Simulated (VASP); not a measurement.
Output of a VASP run:

File OSZICAR:
```
...
DAV:   6    -0.185086152356E+03    0.58776E-04   -0.39229E-03  2336   0.199E-01    0.917E-02
DAV:   7    -0.185086101829E+03    0.50527E-04   -0.64637E-04  2368   0.757E-02    0.562E-02
DAV:   8    -0.185086075124E+03    0.26705E-04   -0.21667E-04  2368   0.435E-02    0.218E-02
DAV:   9    -0.185086071767E+03    0.33573E-05   -0.54075E-05  1656   0.234E-02
   8 F= -.18508607E+03 E0= -.18508830E+03  d E =-.165665E-01
       N       E                     dE             d eps       ncg     rms          rms(c)
DAV:   1    -0.185086300392E+03   -0.22527E-03   -0.98356E-02  1570   0.119E+00    0.755E-02
DAV:   2    -0.185086497819E+03   -0.19743E-03   -0.22588E-03  2480   0.149E-01    0.531E-02
DAV:   3    -0.185086869566E+03   -0.37175E-03   -0.37099E-03  2767   0.183E-01    0.958E-02
DAV:   4    -0.185086395921E+03    0.47364E-03   -0.24924E-03  2758   0.154E-01    0.410E-02
DAV:   5    -0.185086347648E+03    0.48273E-04   -0.35773E-04  2365   0.553E-02    0.142E-02
DAV:   6    -0.185086347863E+03   -0.21471E-06   -0.40100E-05  1439   0.227E-02
   9 F= -.18508635E+03 E0= -.18508855E+03  d E =-.168426E-01
       N       E                     dE             d eps       ncg     rms          rms(c)
DAV:   1    -0.185088930531E+03   -0.25829E-02   -0.81480E-01  1568   0.346E+00    0.186E-01
DAV:   2    -0.185092645149E+03   -0.37146E-02   -0.27316E-02  2632   0.481E-01    0.239E-01
DAV:   3    -0.185090460491E+03    0.21847E-02   -0.22293E-02  2622   0.460E-01    0.143E-01
DAV:   4    -0.185089897847E+03    0.56264E-03   -0.40538E-03  2542   0.187E-01    0.766E-02
DAV:   5    -0.185089790802E+03    0.10705E-03   -0.11373E-03  2344   0.968E-02    0.298E-02
DAV:   6    -0.185089787361E+03    0.34406E-05   -0.43791E-04  2397   0.591E-02    0.223E-02
DAV:   7    -0.185089770333E+03    0.17028E-04   -0.11238E-04  2094   0.322E-02    0.102E-02
DAV:   8    -0.185089771393E+03   -0.10599E-05   -0.15630E-05  1022   0.145E-02
  10 F= -.18508977E+03 E0= -.18509185E+03  d E =-.342353E-02
       N       E                     dE             d eps       ncg     rms          rms(c)
DAV:   1    -0.185089958746E+03   -0.18841E-03   -0.13975E-01  1570   0.143E+00    0.771E-02
DAV:   2    -0.185090499782E+03   -0.54104E-03   -0.43055E-03  2592   0.190E-01    0.907E-02
DAV:   3    -0.185090259838E+03    0.23994E-03   -0.35566E-03  2622   0.185E-01    0.634E-02
DAV:   4    -0.185090128876E+03    0.13096E-03   -0.78929E-04  2623   0.833E-02    0.317E-02
DAV:   5    -0.185090111755E+03    0.17121E-04   -0.17752E-04  2352   0.378E-02    0.108E-02
DAV:   6    -0.185090111900E+03   -0.14563E-06   -0.30972E-05  1222   0.188E-02
  11 F= -.18509011E+03 E0= -.18509213E+03  d E =-.376404E-02
       N       E                     dE             d eps       ncg     rms          rms(c)
DAV:   1    -0.185090952756E+03   -0.84100E-03   -0.33829E-01  1568   0.224E+00    0.134E-01
DAV:   2    -0.185092192105E+03   -0.12393E-02   -0.10139E-02  2544   0.300E-01    0.137E-01
DAV:   3    -0.185091933688E+03    0.25842E-03   -0.10861E-02  2606   0.323E-01    0.122E-01
DAV:   4    -0.185091346855E+03    0.58683E-03   -0.28389E-03  2596   0.167E-01    0.506E-02
DAV:   5    -0.185091297690E+03    0.49165E-04   -0.72671E-04  2360   0.776E-02    0.258E-02
DAV:   6    -0.185091287083E+03    0.10607E-04   -0.24644E-04  2351   0.453E-02    0.164E-02
DAV:   7    -0.185091280547E+03    0.65360E-05   -0.39889E-05  1467   0.205E-02
  12 F= -.18509128E+03 E0= -.18509334E+03  d E =-.116865E-02
```

File OUTCAR:
```
------------------------ aborting loop because EDIFF is reached ----------------------------------------
  FORCE on cell =-STRESS in cart. coord.  units (eV):
  Direction    XX          YY          ZZ          XY          YZ          ZX
  --------------------------------------------------------------------------------------
  Total       -7.3908989     -9.0203263     -0.1527503      0.0000000      0.0434064     -0.0000000
  in kB      -18.1612480    -22.1651499     -0.3753450      0.0000000      0.1066601     -0.0000000
  external PRESSURE =     -13.5672476 kB  Pullay stress =       0.0000000 kB
  volume of cell :      652.02
      direct lattice vectors                 reciprocal lattice vectors
     6.617563684  0.000000000  0.000000000     0.151113015 -0.106853032  0.000000000
     3.308781842  4.679324400  0.000000000     0.000000000  0.213706064  0.000000000
     0.000000000  0.000000000 21.056242398     0.000000000  0.000000000  0.047491854
 POSITION                                       TOTAL-FORCE (eV/Angst)
 -----------------------------------------------------------------------------------
      6.61904      2.34333      7.14523        -0.000137      0.002294      0.000468
      3.30731      2.34333      7.14523         0.000137      0.002294      0.000468
      4.96317      0.00129      7.13552         0.000000     -0.004468     -0.025126
      4.96317      4.67480      7.15056        -0.000000      0.006524     -0.005444
      0.00870      0.00191      9.36483         0.008147     -0.001012      0.007930
      3.30008      0.00191      9.36483        -0.008147     -0.001012      0.007930
      8.27195      2.34853      9.36735         0.000000     -0.000964      0.011335
      4.96317      2.33614      9.36772         0.000000     -0.010670     -0.001485
      6.62215      2.33826     11.70780        -0.006472     -0.000731      0.005712
      3.30420      2.33826     11.70780         0.006472     -0.000731      0.005712
      8.27195      4.67806     11.69475         0.000000     -0.015529     -0.008119
      4.96317      4.67079     11.72366        -0.000000      0.003306      0.010143
      3.34206      4.66803     13.96738        -0.001579      0.007986      0.006194
      6.58429      4.66803     13.96738         0.001579      0.007986      0.006194
      8.27195      2.35643     13.92725        -0.000000      0.001826     -0.009732
      4.96317      2.28174     13.91512        -0.000000      0.007773      0.013859
      1.65439      0.64800     15.04434         0.000000     -0.004873     -0.026039
 -----------------------------------------------------------------------------------
    total drift:                               -0.000002      0.000031     -0.000168
  FREE ENERGIE OF THE ION-ELECTRON SYSTEM (eV)
  ---------------------------------------------------
  free  energy   TOTEN  =      -185.0912805474 eV

  energy  without entropy=     -185.0974592538  energy(sigma->0) =     -185.09334012

 reached required accuracy - stopping structural energy minimisation
```
(Selected blocks of OUTCAR.)

### POSCAR
```
Ta16H
1
    6.6175636835     0.0000000000     0.0000000000
    3.3087818417     4.6793244003     0.0000000000
    0.0000000000     0.0000000000    21.0562423975
Ta H
16 1
Direct
 -0.2500000000   0.5000000000   0.3333280000
  0.2500000000   0.5000000000   0.3333280000
 -0.2500000000   1.0000000000   0.3333280000
  0.2500000000   1.0000000000   0.3333280000
  0.0000000000   0.0000000000   0.4444430000
  0.5000000000   0.0000000000   0.4444430000
  0.0000000000   0.5000000000   0.4444430000
  0.5000000000   0.5000000000   0.4444430000
 -0.2500000000   0.5000000000   0.5555570000
  0.2500000000   0.5000000000   0.5555570000
 -0.2500000000   1.0000000000   0.5555570000
  0.2500000000   1.0000000000   0.5555570000
  0.0000000000   0.0000000000   0.6666720000
  0.5000000000   0.0000000000   0.6666720000
  0.0000000000   0.5000000000   0.6666720000
  0.5000000000   0.5000000000   0.6666720000
  0.1875000000   0.1250000000   0.7241000000
```

Reconstruct the remaining input files.

Several could match; the one computed here: the input of the run itself, PBE GGA, plane waves, VASP's PBE PAW potentials (set 64).

INCAR:
```
ALGO = Normal
DIPOL = 0.5 0.5 0.5
EDIFF = 1E-5
EDIFFG = -0.03
ENCUT = 400
GGA = PE
IBRION = 2
IDIPOL = 3
ISIF = 2
ISMEAR = 1
LASPH = .True.
LCHARG = .False.
LDIPOL = .True.
LMAXMIX = 6
LREAL = .False.
LWAVE = .True.
NELM = 100
NELMIN = 4
NSW = 50
PREC = Normal
SIGMA = 0.1
SYSTEM = Ta16H
```

**KPOINTS**
```
Automatic mesh
0
Gamma
5 6 1
0 0 0
```

POTCAR, in this order: Ta H (PBE.64 set). Program: vasp_std.

The cell is a thin slab with vacuum, built from Ta (bcc): (110) face, H adsorbed.
